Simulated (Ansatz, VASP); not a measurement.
# TiC in two plane-wave programs, part 2 of 2

Aim: how closely do two programs agree when they are given the same cell, functional and k mesh? The structure shown is the end of the Ansatz relaxation below.

VASP 6.6.1 and Ansatz 0.2.0.

So far. Step 3 (VASP: single point, PBEsol, pair 1): The run ends at a pressure of -1.23 GPa.

## 6. VASP: single point, PBEsol, pair 2

Level of this step: PBEsol; plane waves and PAW (C, Ti_sv) (VASP).

The same cell, functional, mesh and smearing now go to VASP, with its own data sets.

Contents of INCAR:

```
SYSTEM = TiC
PREC = Accurate
ENCUT = 600
EDIFF = 1E-06
NELM = 120
ISMEAR = 1
SIGMA = 0.2
LREAL = .FALSE.
ALGO = Normal
GGA = PS
NBANDS = 14
LASPH = .TRUE.
LORBIT = 11
LWAVE = .FALSE.
LCHARG = .FALSE.
ISIF = 2
GGA_COMPAT = .FALSE.
KPAR = 2
```

Contents of POSCAR:

```
TiC
1.0
    0.0274273448      2.1619448398      2.1398423334
    2.1619448398      0.0274273448      2.1398423334
    2.1893721846      2.1893721846      0.0000000000
C Ti
1 1
Direct
    0.5000000000      0.5000000000      0.5000000000
    0.0000000000      0.0000000000      0.0000000000
```

Contents of KPOINTS:

```
Automatic mesh
0
Gamma
16 16 16
0 0 0
```

Potentials, in the order of the species: C and Ti_sv (PBE family, release 64).

Command:

```
mpirun -np 2 vasp_std
```

Numbers of over 12 decimals in the logs are rounded to 6 here.

Output:

```text
[banner, memory and clock lines left out]
running    2 mpi-ranks, on    1 nodes
[...]
[... a notice as in an earlier step ...]

 LDA part: xc-table for (Slater+PW92), standard interpolation
 POSCAR, INCAR and KPOINTS ok, starting setup
[...]
entering main loop
       N       E                     dE             d eps       ncg     rms          rms(c)
DAV:   1     0.127345692691E+03    0.12735E+03   -0.88819E+03 17400   0.151E+03
DAV:   2    -0.162287353875E+02   -0.14357E+03   -0.13517E+03 18282   0.372E+02
DAV:   3    -0.248048825358E+02   -0.85761E+01   -0.83568E+01 23252   0.873E+01
DAV:   4    -0.251691295841E+02   -0.36425E+00   -0.36398E+00 21656   0.162E+01
[...]
DAV:  12    -0.197921871490E+02    0.20559E-04   -0.35831E-04 19992   0.201E-01    0.494E-02
DAV:  13    -0.197921766425E+02    0.10507E-04   -0.21961E-05 20876   0.361E-02    0.630E-03
DAV:  14    -0.197921761134E+02    0.52905E-06   -0.79185E-07 15498   0.118E-02
   1 F= -.19792176E+02 E0= -.19792166E+02  d E =-.301429E-04
```

Parts of OUTCAR (step 6):

```text
  Total       -0.5100190     -0.5100190      0.0276025     -0.5324661      0.0000000      0.0000000
  in kB      -40.8569397    -40.8569397      2.2111982    -42.6551482      0.0000000      0.0000000
  external PRESSURE =     -26.5008937 kB  Pullay stress =       0.0000000 kB

 POSITION                                       TOTAL-FORCE (eV/Angst)
 -----------------------------------------------------------------------------------
      2.18937      2.18937      2.13984         0.000000     -0.000000      0.000000
      0.00000      0.00000      0.00000         0.000000      0.000000      0.000000
 -----------------------------------------------------------------------------------
    total drift:                                0.000000     -0.000000     -0.000000

  FREE ENERGIE OF THE ION-ELECTRON SYSTEM (eV)
  ---------------------------------------------------
  free  energy   TOTEN  =       -19.7921761134 eV

  energy  without entropy=      -19.7921459705  energy(sigma->0) =      -19.79216607

[... 1 part as in an earlier step ...]

[... 2 further parts left out ...]
[key lines of the parts left out:]
E-fermi :   9.4881
```

The run ends at a pressure of -2.65 GPa.

## 7. Side by side

The two programs side by side:

| quantity | Ansatz | VASP | difference |
| --- | --- | --- | --- |
| pressure (GPa) | -2.86 | -2.65 | -0.21 |

## 8. Ansatz: relaxation, PBEsol

This run makes the geometry at which the two programs are then compared. The cell compared in this pair holds 20.12 Å³, against 20.00 Å³ for the pair before.

The structure compared here is the end of the Ansatz relaxation.

Contents of input.yaml:

```yaml
crystal:
  lattice:
    - [0.0381595614, 2.1726770564, 2.1398423334]
    - [2.1726770564, 0.0381595614, 2.1398423334]
    - [2.2108366178, 2.2108366178, 0.0]
  atoms:
    - { symbol: C, position: [0.5, 0.5, 0.5] }
    - { symbol: Ti, position: [0.0, 0.0, 0.0] }
  conventional_axes: [[0, 0, 1], [1, -1, 0], [1, 1, -1]]
kpoints:
  mp_grid: { grid: [16, 16, 16] }
hamiltonian:
  xc: pbesol
  pseudopotentials: { kind: paw, azcp: { folder: soft_1 }, xc_functional: pbe }
scf:
  occupations: { method: methfessel_paxton, width: 0.2 }
output:
  forces: true
  stress: true
  eigenvalues: true
relax:
  adjacent_minimum: "off"
  f_tol: 0.001
  max_steps: 60
  cell: { stress_tol: 0.01, fix: [a, angles] }
```

Command:

```
ansatz run input.yaml --threads 4 --pin off --max-ram 10240MiB --backend cpu --events-out ev --progress --plain --runs-dir out
```

Output:

```text
[...]
Crystal: 2 atoms, lattice volume = 20.196 Å³
Basis set: ecut = 420 eV, 395 PW (Γ), exchange–correlation on 48×48×48 points (8 copies of the dense FFT grid, shifted against one another)
Bands: 12, of which v1, the nominal top of the filled ones, is band 8 counted from 1 (7 counted from 0)
Symmetry: 8 space group operations
[...]
k-points: 621 of 4096
[...]
k-point 620: bands = [... 4 lower, 4.5905, 11.3433, 12.9641, 14.3387, 14.8518, 17.4861, 18.2734, 18.2879]
--- Relaxed structure (4 steps of the walk, 4 accepted, 1 SCFs on fresh bases) ---
[...]
cell:  # Å, volume = 20.1167 Å³
    - [0.040816, 2.170021, 2.136744]
    - [2.170021, 0.040816, 2.136744]
    - [2.2108366178, 2.2108366178, 0.0]
  atoms:
    - { symbol: C, position: [0.500000, 0.500000, 0.500000] }
    - { symbol: Ti, position: [0, 0, 0] }
[key lines of the parts left out:]
SCF converged after 4 iterations
Free energy (F): -2722.401204 eV
Fermi energy:    14.700386 eV
P = ⅓ Tr σ = -4.2611 GPa (-42.611 kbar)
```

## 9. VASP: single point, PBEsol, pair 3

The same cell, functional, mesh and smearing now go to VASP, with its own data sets.

INCAR is that of step 6.

Contents of POSCAR:

```
TiC
1.0
    0.0408160680      2.1700205498      2.1367438350
    2.1700205498      0.0408160680      2.1367438350
    2.2108366178      2.2108366178      0.0000000000
C Ti
1 1
Direct
    0.5000000000      0.5000000000      0.5000000000
    0.0000000000      0.0000000000      0.0000000000
```

KPOINTS is that of step 6.

Command:

```
mpirun -np 2 vasp_std
```

Output:

```text
[... set-up lines as in an earlier step ...]
 entering main loop
       N       E                     dE             d eps       ncg     rms          rms(c)
DAV:   1     0.127481064009E+03    0.12748E+03   -0.88894E+03 17394   0.151E+03
DAV:   2    -0.162966165154E+02   -0.14378E+03   -0.13565E+03 18330   0.372E+02
DAV:   3    -0.248234666694E+02   -0.85269E+01   -0.83246E+01 23232   0.870E+01
DAV:   4    -0.251685979522E+02   -0.34513E+00   -0.34483E+00 21480   0.160E+01
[...]
DAV:  12    -0.197794828298E+02    0.34089E-04   -0.35774E-04 20238   0.195E-01    0.509E-02
DAV:  13    -0.197794722023E+02    0.10628E-04   -0.26762E-05 20808   0.398E-02    0.722E-03
DAV:  14    -0.197794715585E+02    0.64382E-06   -0.10612E-06 16148   0.147E-02
   1 F= -.19779472E+02 E0= -.19779472E+02  d E =0.263539E-05
```

Parts of OUTCAR (step 9):

```text
  Total       -0.7770263     -0.7770263      0.0286753     -0.7980467      0.0000000      0.0000000
  in kB      -61.8856319    -61.8856319      2.2838230    -63.5597853      0.0000000      0.0000000
  external PRESSURE =     -40.4958136 kB  Pullay stress =       0.0000000 kB

 POSITION                                       TOTAL-FORCE (eV/Angst)
 -----------------------------------------------------------------------------------
      2.21084      2.21084      2.13674         0.000000      0.000000      0.000000
      0.00000      0.00000      0.00000        -0.000000     -0.000000      0.000000
 -----------------------------------------------------------------------------------
    total drift:                                0.000000     -0.000000     -0.000000

  FREE ENERGIE OF THE ION-ELECTRON SYSTEM (eV)
  ---------------------------------------------------
  free  energy   TOTEN  =       -19.7794715585 eV

  energy  without entropy=      -19.7794741939  energy(sigma->0) =      -19.77947244

[... 1 part as in an earlier step ...]

[... 2 further parts left out ...]
[key lines of the parts left out:]
E-fermi :   9.4330
```

The run ends at a pressure of -4.05 GPa.

## 10. Side by side

The two programs side by side:

| quantity | Ansatz | VASP | difference |
| --- | --- | --- | --- |
| pressure (GPa) | -4.26 | -4.05 | -0.21 |

## 11. Results

| Item | Value |
| --- | --- |
| difference in pressure (single point, PBEsol, pair 1) | -0.22 GPa |
| difference in pressure (single point, PBEsol, pair 2) | -0.21 GPa |
| difference in pressure (single point, PBEsol, pair 3) | -0.21 GPa |

What this shows: The difference in pressure is -0.22 GPa (single point, PBEsol, pair 1), within the 1 GPa picked in this series as the mark of a large difference. 5 further runs of this series are not shown here. Such differences can come from data sets, numerical settings and the points named under the comparisons, not from the functional's error against experiment.

[Lines on the potential files, build, host, timing and source positions are cut from VASP's logs without a mark.]

[Logs are printed without paths, hosts, clocks, repeated set-up lines and the standing remarks that a program may print on its own settings, such as how far it seeks lower states.]

[Hosts, paths, dates, database ids (printed as entryN), source tags and the programs' standing remarks are cut or masked in the printed files.]
